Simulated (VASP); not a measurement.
```xyz
8
Lattice="0.0000 2.8734 2.8734 2.8734 0.0000 2.8734 11.5507 11.5507 -0.0573" Properties=species:S:1:pos:R:3 pbc="T T T"
Zn     2.9553     2.9553     5.6648
Zn     5.7641     5.7641     5.7293
Zn     5.7074     5.7074     0.0393
Se     1.4825     1.4825     1.3908
Se     4.2965     4.2965     1.4502
Se     7.1060     7.1060     1.5141
Se    10.2317    10.2317     1.2617
Hg     8.6164     8.6164     0.0037
```

Computed with PBEsol GGA, VASP's PBE PAW potentials (set 64) (plane waves; VASP). Settings: 400 eV cut-off, Gaussian smearing of 0.050 eV, potentials Zn Se Hg.

Unless said otherwise, spin-orbit coupling is left out, though it shifts the bands of the heavy elements here.

Problem. Give the energies of bands 27 to 40 at the high-symmetry points, in eV from the valence-band maximum.

Solution. 
```tsv
band	Γ	T	H2	L	S0	F
27	-3.39	-2.08	-5.24	-5.08	-5.25	-5.11
28	-1.48	-1.71	-5.06	-5.00	-5.06	-4.92
29	-1.48	-1.45	-3.66	-2.93	-3.66	-2.94
30	-1.14	-1.45	-3.58	-2.87	-3.56	-2.88
31	-1.14	-1.22	-3.45	-2.69	-3.47	-2.75
32	-0.86	-1.22	-2.83	-2.40	-2.82	-2.60
33	-0.86	-0.79	-2.26	-2.07	-2.30	-2.22
34	-0.47	-0.79	-2.16	-1.99	-2.14	-1.87
35	0.00	-0.02	-1.99	-1.70	-2.01	-1.33
36	0.00	-0.02	-1.91	-1.02	-1.89	-0.96
37	0.17	1.22	2.69	2.13	2.69	1.53
38	1.70	1.35	3.41	2.48	3.44	2.36
39	1.82	1.72	3.77	2.62	3.70	2.75
40	2.08	2.03	4.04	3.01	4.09	2.94
```

The gap is direct, 0.17 eV, from the valence maximum at Γ to the conduction minimum at Γ.

The structure was generated: HgZn3Se4 was put into an ordered model structure (R3m), which need not be its known phase. It was relaxed first.
